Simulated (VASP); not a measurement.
These are PBEsol GGA, VASP's PBE PAW potentials (set 64) (plane waves; VASP) values and carry that method's errors.

Input for VASP

**INCAR**
```
SYSTEM = SrTiO3
PREC = Accurate; ENCUT = 520; LREAL = F
LASPH = T
EDIFF = 1E-7; NELM = 100; ALGO = Normal
LMAXMIX = 4
ISMEAR = 0; SIGMA = 0.05
GGA = PS
ISIF = 2
LWAVE = F; LCHARG = F
```

File KPOINTS:
```
Automatic mesh
0
Gamma
7 7 7
0 0 0
```

### POSCAR
```
SrTiO3
1
    3.8566212715     0.0000000000     0.0000000000
    0.0000000000     3.8566212715     0.0000000000
    0.0000000000     0.0000000000     3.8566212715
Sr Ti O
1 1 3
Direct
  0.0000000000   0.0000000000   0.0000000000
  0.5000000000   0.5000000000   0.5000000000
  0.5000000000   0.0000000000   0.5000000000
  0.0000000000   0.5000000000   0.5000000000
  0.5000000000   0.5000000000   0.0000000000
```

POTCAR, in this order: Sr_sv Ti_sv O (PBE.64 set). Program: vasp_std.

Output of the run:

OUTCAR:
```
 ion  position               nearest neighbor table
   1  0.000  0.000  0.000-   3 2.73   4 2.73   5 2.73   3 2.73   4 2.73   4 2.73   5 2.73   4 2.73
                             3 2.73   5 2.73   3 2.73   5 2.73   2 3.34   2 3.34   2 3.34   2 3.34
   2  0.500  0.500  0.500-   3 1.93   4 1.93   5 1.93   5 1.93   3 1.93   4 1.93   1 3.34   1 3.34
                             1 3.34   1 3.34   1 3.34   1 3.34   1 3.34   1 3.34
   3  0.500  0.000  0.500-   2 1.93   2 1.93   1 2.73   1 2.73   1 2.73   1 2.73
   4  0.000  0.500  0.500-   2 1.93   2 1.93   1 2.73   1 2.73   1 2.73   1 2.73
   5  0.500  0.500  0.000-   2 1.93   2 1.93   1 2.73   1 2.73   1 2.73   1 2.73
  LATTYP: Found a simple cubic cell.
 ALAT       =     3.8566212715
 Subroutine PRICEL returns:
 Original cell was already a primitive cell.
 Subroutine GETGRP returns: Found 48 space group operations
The static configuration has the point symmetry O_h .
The dynamic configuration has the point symmetry O_h .
 Subroutine INISYM returns: Found 48 space group operations
 Subroutine IBZKPT returns following result:
 Found     20 irreducible k-points:

 Following reciprocal coordinates:
            Coordinates               Weight
  0.000000  0.000000  0.000000      1.000000
  0.142857  0.000000  0.000000      6.000000
  0.285714  0.000000  0.000000      6.000000
  0.428571  0.000000  0.000000      6.000000
  0.142857  0.142857  0.000000     12.000000
  0.285714  0.142857  0.000000     24.000000
  0.428571  0.142857  0.000000     24.000000
  0.285714  0.285714  0.000000     12.000000
  0.428571  0.285714  0.000000     24.000000
  0.428571  0.428571  0.000000     12.000000
  0.142857  0.142857  0.142857      8.000000
  0.285714  0.142857  0.142857     24.000000
  0.428571  0.142857  0.142857     24.000000
  0.285714  0.285714  0.142857     24.000000
  0.428571  0.285714  0.142857     48.000000
  0.428571  0.428571  0.142857     24.000000
  0.285714  0.285714  0.285714      8.000000
  0.428571  0.285714  0.285714     24.000000
  0.428571  0.428571  0.285714     24.000000
...
```

**OSZICAR**
```
       N       E                     dE             d eps       ncg     rms          rms(c)
DAV:   1     0.449996955411E+03    0.45000E+03   -0.22119E+04   960   0.187E+03
DAV:   2    -0.257369105914E+01   -0.45257E+03   -0.44372E+03  1136   0.503E+02
DAV:   3    -0.494486078350E+02   -0.46875E+02   -0.45675E+02  1408   0.150E+02
DAV:   4    -0.514085153829E+02   -0.19599E+01   -0.19591E+01  1320   0.284E+01
DAV:   5    -0.514650558573E+02   -0.56540E-01   -0.56536E-01  1376   0.400E+00    0.292E+01
DAV:   6    -0.419985902953E+02    0.94665E+01   -0.59501E+01  1416   0.753E+01    0.178E+01
DAV:   7    -0.420344938659E+02   -0.35904E-01   -0.74257E+00  1144   0.215E+01    0.116E+01
DAV:   8    -0.420922144521E+02   -0.57721E-01   -0.19001E+00  1256   0.155E+01    0.350E+00
DAV:   9    -0.419847124513E+02    0.10750E+00   -0.50461E-01  1160   0.772E+00    0.895E-01
DAV:  10    -0.419894284885E+02   -0.47160E-02   -0.13472E-01  1312   0.272E+00    0.760E-01
DAV:  11    -0.419820513763E+02    0.73771E-02   -0.73407E-02  1368   0.203E+00    0.225E-01
DAV:  12    -0.419816127787E+02    0.43860E-03   -0.36530E-03  1232   0.685E-01    0.675E-02
DAV:  13    -0.419816142962E+02   -0.15175E-05   -0.33844E-04  1408   0.170E-01    0.285E-02
DAV:  14    -0.419816229357E+02   -0.86395E-05   -0.74246E-05  1376   0.965E-02    0.145E-02
DAV:  15    -0.419816207744E+02    0.21613E-05   -0.12283E-05  1264   0.369E-02    0.422E-03
DAV:  16    -0.419816209105E+02   -0.13619E-06   -0.12432E-06  1376   0.914E-03    0.458E-03
DAV:  17    -0.419816205504E+02    0.36015E-06   -0.73188E-07  1280   0.117E-02    0.123E-03
DAV:  18    -0.419816205308E+02    0.19634E-07   -0.84154E-08   632   0.241E-03
   1 F= -.41981621E+02 E0= -.41981621E+02  d E =-.271858E-23
```

**OUTCAR**
```
------------------------ aborting loop because EDIFF is reached ----------------------------------------
  FORCE on cell =-STRESS in cart. coord.  units (eV):
  Direction    XX          YY          ZZ          XY          YZ          ZX
  --------------------------------------------------------------------------------------
  Total        2.1526976      2.1526976      2.1526976     -0.0000000      0.0000000     -0.0000000
  in kB       60.1274279     60.1274279     60.1274279     -0.0000000      0.0000000     -0.0000000
  external PRESSURE =      60.1274279 kB  Pullay stress =       0.0000000 kB
  volume of cell :       57.36
      direct lattice vectors                 reciprocal lattice vectors
     3.856621271  0.000000000  0.000000000     0.259294323  0.000000000  0.000000000
     0.000000000  3.856621271  0.000000000     0.000000000  0.259294323  0.000000000
     0.000000000  0.000000000  3.856621271     0.000000000  0.000000000  0.259294323
 POSITION                                       TOTAL-FORCE (eV/Angst)
 -----------------------------------------------------------------------------------
      0.00000      0.00000      0.00000         0.000000      0.000000      0.000000
      1.92831      1.92831      1.92831         0.000000      0.000000      0.000000
      1.92831      0.00000      1.92831         0.000000      0.000000      0.000000
      0.00000      1.92831      1.92831         0.000000      0.000000      0.000000
      1.92831      1.92831      0.00000         0.000000      0.000000      0.000000
 -----------------------------------------------------------------------------------
    total drift:                                0.000000      0.000000     -0.000000
  FREE ENERGIE OF THE ION-ELECTRON SYSTEM (eV)
  ---------------------------------------------------
  free  energy   TOTEN  =       -41.9816205308 eV

  energy  without entropy=      -41.9816205308  energy(sigma->0) =      -41.98162053
```
(Selected blocks of OUTCAR.)

The compound is SrTiO3 in the cubic perovskite structure, the ideal cubic form; the compound distorts at low or room temperature. This cell is one point of a volume scan, at 0.97 of the reference volume.
